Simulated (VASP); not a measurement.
Input:

```xyz
2
Lattice="0.0000 2.9198 2.9198 2.9198 0.0000 2.9198 2.9198 2.9198 0.0000" Properties=species:S:1:pos:R:3 pbc="T T T"
Yb     2.9198     2.9198     2.9198
As     0.0000     0.0000     0.0000
```

Level of theory: PBEsol GGA, VASP's PBE PAW potentials (set 64) (plane waves; VASP 6.6.1). Run with 400 eV cut-off, 10×10×10 Γ-centred mesh, first-order Methfessel-Paxton smearing of 0.10 eV, potentials Yb_2 As.

The 4f electrons are frozen in the core of the lanthanide potential, so 4f levels, which can set the real gap, and their magnetism are missing.

**Question.** Predict the energy per atom (σ→0), band gap (on the k-mesh) with the smallest direct gap where there is one.

**Answer.** 
The band gap (on the k-mesh) comes out as none (metal, semimetal or under 0.01 eV). The energy per atom (σ→0) is -4.268 eV/atom.

The structure comes from a computed database's YbAs entry (Fm-3m); how it stands against other phases isn't given here. It was relaxed first, which changed the volume by -6 %. The start is the result of an earlier pass. The electron count is odd and the run is not spin-polarised, which forces a metal.
